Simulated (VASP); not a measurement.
Energy against volume of Si (diamond). Level of theory: AM05 GGA, VASP's PBE PAW potentials (set 64) (plane waves; VASP).

| V (Å³/atom) | E (eV/atom) |
|---|---|
| 18.884 | -5.57455 |
| 19.487 | -5.59244 |
| 20.090 | -5.59802 |
| 20.692 | -5.59309 |
| 21.295 | -5.57917 |

Question: Fit a third-order Birch-Murnaghan equation of state.

Answer: 
```json
{
 "volume_per_atom": "20.09 Å^3/atom",
 "bulk_modulus": "92.9 GPa",
 "pressure_derivative_of_the_bulk_modulus": "4.26",
 "lattice_constant_a": "5.437 Å"
}
```

Measured: bulk modulus 101 GPa at 0 K (computed value off by -7.8 %), as given by Jianwei Sun et al., Physical Review B (2011), doi:10.1103/physrevb.84.035117 [0 K value with zero-point phonon effects removed]; a 5.421 Å at 0 K (computed value off by +0.3 %), as given by Daniel Mejia-Rodriguez et al., Physical Review B (2018), arXiv:1807.09216 [static lattice: zero-point anharmonic expansion removed].

The compound is Si in the diamond structure. It was relaxed first.
